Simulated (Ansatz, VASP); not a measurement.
# One cell, several codes and potentials: AlNi

System: AlNi (CsCl type, first atom moved by 0.06 Å along [111]), 2 atoms in the cell.

```
CELL_PARAMETERS angstrom
2.89000 0.00000 0.00000
0.00000 2.89000 0.00000
0.00000 0.00000 2.89000
ATOMIC_POSITIONS crystal
Ni 0.01199 0.01199 0.01199
Al 0.50000 0.50000 0.50000
```

All runs use HSE06; k-mesh 4×4×4 Γ-centred; Fermi–Dirac smearing of 0.1 eV; no spin polarisation. Exact exchange at q = 0 is regularized (HFRCUT = 0 in VASP). VASP pressures are printed at a fixed basis; Ansatz's pressures include its basis correction. The all-electron reference is a plane-wave run on PAW datasets generated for this crystal and functional, not LAPW.

| run | pressure (GPa) | Fx on Ni1 (eV/Å) |
| --- | --- | --- |
| Ansatz PAW hard set, 700 eV | -4.99 | -0.176 |
| VASP, Ni_pv/Al, 478 eV | -5.76 | -0.176 |
| Ansatz PAW soft set 1, 420 eV | -5.14 | -0.175 |
| Ansatz hand-made PAW, 920 eV | -4.98 | -0.176 |
| Ansatz with JTH PAW, 2400 eV | -4.59 | -0.179 |

(1) What does the all-electron calculation give for these quantities?

Results:

(1) Ansatz all-electron PAW datasets made for this crystal, 310 eV: pressure -4.97 GPa, Fx on Ni1 -0.176 eV/Å. All forces:

```tsv
atom	Fx (eV/Å)	Fy (eV/Å)	Fz (eV/Å)
Ni1	-0.176	-0.176	-0.176
Al2	0.176	0.176	0.176
```

The k-mesh is coarse, so these values belong to this mesh and can lie far from the converged ones. Potentials made with PBE were used with another functional (at least in: Ansatz PAW hard set, 700 eV; VASP, Ni_pv/Al, 478 eV; Ansatz with JTH PAW, 2400 eV).
